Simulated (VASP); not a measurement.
Output of a VASP run:

OUTCAR:
```
 ion  position               nearest neighbor table
   1  0.000  0.000  0.000-   2 2.60   2 2.60   2 2.60   2 2.60   2 2.60   2 2.60
   2  0.500  0.500  0.500-   1 2.60   1 2.60   1 2.60   1 2.60   1 2.60   1 2.60
  LATTYP: Found a face centered cubic cell.
 ALAT       =     5.2047905992
 Subroutine PRICEL returns:
 Original cell was already a primitive cell.
 Subroutine GETGRP returns: Found 48 space group operations
The static configuration has the point symmetry O_h .
The dynamic configuration has the point symmetry O_h .
The overall configuration has the point symmetry O_h .
 Subroutine INISYM returns: Found 48 space group operations
 Subroutine IBZKPT returns following result:
 Found     29 irreducible k-points:

 Following reciprocal coordinates:
            Coordinates               Weight
  0.000000  0.000000  0.000000      1.000000
  0.125000  0.000000  0.000000      8.000000
  0.250000  0.000000  0.000000      8.000000
  0.375000  0.000000  0.000000      8.000000
  0.500000  0.000000  0.000000      4.000000
  0.125000  0.125000  0.000000      6.000000
  0.250000  0.125000  0.000000     24.000000
  0.375000  0.125000  0.000000     24.000000
  0.500000  0.125000  0.000000     24.000000
 -0.375000  0.125000  0.000000     24.000000
 -0.250000  0.125000  0.000000     24.000000
 -0.125000  0.125000  0.000000     12.000000
  0.250000  0.250000  0.000000      6.000000
  0.375000  0.250000  0.000000     24.000000
  0.500000  0.250000  0.000000     24.000000
 -0.375000  0.250000  0.000000     24.000000
 -0.250000  0.250000  0.000000     12.000000
  0.375000  0.375000  0.000000      6.000000
  0.500000  0.375000  0.000000     24.000000
 -0.375000  0.375000  0.000000     12.000000
  0.500000  0.500000  0.000000      3.000000
  0.375000  0.250000  0.125000     24.000000
  0.500000  0.250000  0.125000     48.000000
 -0.375000  0.250000  0.125000     24.000000
  0.500000  0.375000  0.125000     24.000000
 -0.375000  0.375000  0.125000     48.000000
 -0.250000  0.375000  0.125000     24.000000
 -0.375000  0.500000  0.125000     12.000000
 -0.250000  0.500000  0.250000      6.000000
   k-points           NKPTS =     29   k-points in BZ     NKDIM =     29   number of bands    NBANDS=     24
   number of dos      NEDOS =    301   number of ions     NIONS =      2
   total plane-waves  NPLWV =  21952
   dimension x,y,z NGX =    28 NGY =   28 NGZ =   28
   dimension x,y,z NGXF=    56 NGYF=   56 NGZF=   56
   ions per type =               1   1
   PREC   = accura    normal or accurate (medium, high low for compatibility)
   ISTART =      0    job   : 0-new  1-cont  2-samecut
   ICHARG =      2    charge: 1-file 2-atom 10-const
   ISPIN  =      1    spin polarized calculation?
   LNONCOLLINEAR =      T non collinear calculations
   LSORBIT =      T    spin-orbit coupling
   INIWAV =      1    electr: 0-lowe 1-rand  2-diag
   ENCUT  =  520.0 eV  38.22 Ry    6.18 a.u.   6.84  6.84  6.84*2*pi/ulx,y,z
   NELM   =    100;   NELMIN=  2; NELMDL= -5     # of ELM steps
   EDIFF  = 0.1E-05   stopping-criterion for ELM
   LREAL  =      F    real-space projection
   NLSPLINE    = F    spline interpolate recip. space projectors
   LMAXMIX     =    4 max onsite mixed and CHGCAR
   VOSKOWN=      0    Vosko Wilk Nusair interpolation
   EDIFFG = 0.1E-04   stopping-criterion for IOM
   NSW    =      0    number of steps for IOM
   NBLOCK =      1;   KBLOCK =      1    inner block; outer block
   IBRION =     -1    ionic relax: 0-MD 1-quasi-New 2-CG
   NFREE  =      0    steps in history (QN), initial steepest desc. (CG)
   ISIF   =      2    stress and relaxation
   ISYM   =      2    0-nonsym 1-usesym 2-fastsym
   TEIN   =    0.0    initial temperature
   TEBEG  =    0.0;   TEEND  =   0.0 temperature during run
   SMASS  =  -3.00    Nose mass-parameter (am)
   PSTRESS=    0.0 pullay stress
   NELECT =      16.0000    total number of electrons
   EFERMI =   0.00;   METHOD = LEGACY
   ISMEAR =     0;   SIGMA  =   0.05  broadening in eV -4-tet -1-fermi 0-gaus
...
```

File OSZICAR:
```
       N       E                     dE             d eps       ncg     rms          rms(c)
DAV:   1     0.886993789081E+02    0.88699E+02   -0.84860E+03  1392   0.130E+03
DAV:   2    -0.926242958522E+01   -0.97962E+02   -0.91729E+02  1936   0.280E+02
DAV:   3    -0.142216615051E+02   -0.49592E+01   -0.49289E+01  2192   0.575E+01
DAV:   4    -0.143410552123E+02   -0.11939E+00   -0.11936E+00  1760   0.688E+00
DAV:   5    -0.143419673112E+02   -0.91210E-03   -0.91208E-03  1920   0.688E-01    0.212E+01
DAV:   6    -0.122336550275E+02    0.21083E+01   -0.10354E+01  1616   0.242E+01    0.226E+01
DAV:   7    -0.121480863947E+02    0.85569E-01   -0.86591E-01  1824   0.752E+00    0.133E+01
DAV:   8    -0.121442195611E+02    0.38668E-02   -0.17416E-01  1440   0.445E+00    0.210E+00
DAV:   9    -0.121407876103E+02    0.34320E-02   -0.11939E-02  1984   0.105E+00    0.409E-01
DAV:  10    -0.121415599443E+02   -0.77233E-03   -0.49696E-03  1768   0.513E-01    0.166E-01
DAV:  11    -0.121422707132E+02   -0.71077E-03   -0.73088E-04  1496   0.266E-01    0.836E-02
DAV:  12    -0.121422712023E+02   -0.48912E-06   -0.51692E-05  1760   0.705E-02    0.413E-02
DAV:  13    -0.121422725684E+02   -0.13661E-05   -0.13286E-05  1680   0.300E-02    0.212E-02
DAV:  14    -0.121422751556E+02   -0.25872E-05   -0.57402E-06  1536   0.210E-02    0.343E-03
DAV:  15    -0.121422752907E+02   -0.13504E-06   -0.95461E-07  1344   0.843E-03
   1 F= -.12142275E+02 E0= -.12142275E+02  d E =-.524101E-16  mag=    -0.0000    -0.0000     0.0000
       N       E                     dE             ncg
       N       E                     dE             ncg
```

OUTCAR:
```
------------------------ aborting loop because EDIFF is reached ----------------------------------------
  FORCE on cell =-STRESS in cart. coord.  units (eV):
  Direction    XX          YY          ZZ          XY          YZ          ZX
  --------------------------------------------------------------------------------------
  Total        0.0029460      0.0029460      0.0029460      0.0000000      0.0000000      0.0000000
  in kB        0.1339038      0.1339038      0.1339038      0.0000000      0.0000000      0.0000000
  external PRESSURE =       0.1339038 kB  Pullay stress =       0.0000000 kB
  volume of cell :       35.25
      direct lattice vectors                 reciprocal lattice vectors
     0.000000000  2.602395300  2.602395300    -0.192130688  0.192130688  0.192130688
     2.602395300  0.000000000  2.602395300     0.192130688 -0.192130688  0.192130688
     2.602395300  2.602395300  0.000000000     0.192130688  0.192130688 -0.192130688
  FREE ENERGIE OF THE ION-ELECTRON SYSTEM (eV)
  ---------------------------------------------------
  free  energy   TOTEN  =       -12.1422752907 eV

  energy  without entropy=      -12.1422752907  energy(sigma->0) =      -12.14227529

 Ion:    1  E_soc:     -0.1751949

 Ion:    2  E_soc:     -0.0003150
```
(Selected blocks of OUTCAR.)

File POSCAR:
```
SrO
1
    0.0000000000     2.6023952996     2.6023952996
    2.6023952996     0.0000000000     2.6023952996
    2.6023952996     2.6023952996     0.0000000000
Sr O
1 1
Direct
  0.0000000000   0.0000000000   0.0000000000
  0.5000000000   0.5000000000   0.5000000000
```

Q: Reconstruct the remaining input files.

A: One answer among several that fit: the input of the run itself, PBE GGA with spin-orbit coupling, plane waves, VASP's PBE PAW potentials (set 64).

KPOINTS_OPT:
```
k-points along high-symmetry lines
8
Line-mode
Reciprocal
  0.000000   0.000000   0.000000 ! GAMMA
  0.500000   0.000000   0.500000 ! X

  0.500000   0.000000   0.500000 ! X
  0.625000   0.250000   0.625000 ! U

  0.375000   0.375000   0.750000 ! K
  0.000000   0.000000   0.000000 ! GAMMA

  0.000000   0.000000   0.000000 ! GAMMA
  0.500000   0.500000   0.500000 ! L

  0.500000   0.500000   0.500000 ! L
  0.500000   0.250000   0.750000 ! W

  0.500000   0.250000   0.750000 ! W
  0.500000   0.000000   0.500000 ! X
```

File KPOINTS:
```
Automatic mesh
0
Gamma
8 8 8
0 0 0
```

INCAR:
```
# general
SYSTEM    =SrO
PREC      =Accurate
ENCUT     =520
LREAL     =F
LASPH     =T

# electronic loop
EDIFF     =1E-6
NELM      =100
ALGO      =Normal
LMAXMIX   =4

# smearing
ISMEAR    =0
SIGMA     =0.05

# functional
GGA       =PE
GGA_COMPAT=F

# spin
MAGMOM    =6*0
LSORBIT   =T

# output
LWAVE     =F
LCHARG    =F
```

POTCAR, in this order: Sr_sv O (PBE.64 set). Program: vasp_ncl.

The compound is SrO in the rock salt structure. It was relaxed first.
